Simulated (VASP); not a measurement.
A VASP calculation is set up with these files.

INCAR:
```
SYSTEM = YbSi2
PREC = Accurate
ENCUT = 400
EDIFF = 1E-6
NELM = 100
ALGO = Normal
LREAL = .FALSE.
LASPH = .TRUE.
ISMEAR = 1
SIGMA = 0.1
GGA = PE
LMAXMIX = 6
LWAVE = .FALSE.
LCHARG = .FALSE.
ISIF = 2
```

### POSCAR
```
YbSi2
1
   -1.7833570000     1.7833570000     4.3648420000
    1.7833570000    -1.7833570000     4.3648420000
    1.7833570000     1.7833570000    -4.3648420000
Yb Si
1 2
Direct
  0.0000000000   0.0000000000   0.0000000000
  0.3353000000   0.3353000000   0.0000000000
  0.6647000000   0.6647000000   0.0000000000
```

### KPOINTS
```
Automatic mesh
0
Gamma
9 9 9
0 0 0
```

POTCAR, in this order: Yb_2 Si (PBE.64 set). Program: vasp_gam.

What VASP printed:

**standard output**
```
 POSCAR found type information on POSCAR YbSi
 POSCAR found :  2 types and       3 ions
 Reading from existing POTCAR
 Reading from existing POTCAR
 LDA part: xc-table for (Slater+PW92), standard interpolation

 -----------------------------------------------------------------------------
|                                                                             |
|     EEEEEEE  RRRRRR   RRRRRR   OOOOOOO  RRRRRR      ###     ###     ###     |
|     E        R     R  R     R  O     O  R     R     ###     ###     ###     |
|     E        R     R  R     R  O     O  R     R     ###     ###     ###     |
|     EEEEE    RRRRRR   RRRRRR   O     O  RRRRRR       #       #       #      |
|     E        R   R    R   R    O     O  R   R                               |
|     E        R    R   R    R   O     O  R    R      ###     ###     ###     |
|     EEEEEEE  R     R  R     R  OOOOOOO  R     R     ###     ###     ###     |
|                                                                             |
|     You are using the Gamma-point-only version with more than one           |
|     k-point or some other non-Gamma k-point.                                |
|                                                                             |
|       ---->  I REFUSE TO CONTINUE WITH THIS SICK JOB ... BYE!!! <----       |
|                                                                             |
 -----------------------------------------------------------------------------
```

Problem. Read input and log: which fault does this run have?
A) NELM is too small, so the electronic loop ends before EDIFF is met
B) MAGMOM holds more values than there are atoms
C) the tetrahedron method needs a mesh, and KPOINTS holds a single point
D) the Γ-only program was given a k-mesh

Solution. D, the Γ-only program was given a k-mesh. VASP stops with an error: You are using the Gamma-point-only version with more than one k-point or some other non-Gamma k-point. ----> I REFUSE TO CONTINUE WITH THIS SICK JOB ... BYE!!! <----

To mend it, run vasp_std.

The mended run (PBE GGA, plane waves, VASP's PBE PAW potentials (set 64)) converges, and its OSZICAR ends with
```
   1 F= -.11451362E+02 E0= -.11451009E+02  d E =-.105788E-02
```

The structure was generated: YbSi2 was put into the MoSi2 type (I4/mmm), which need not be its known phase. The cell was not relaxed at this level. The 4f electrons are frozen in the core of the lanthanide potential, so 4f levels, which can set the real gap, and their magnetism are missing.
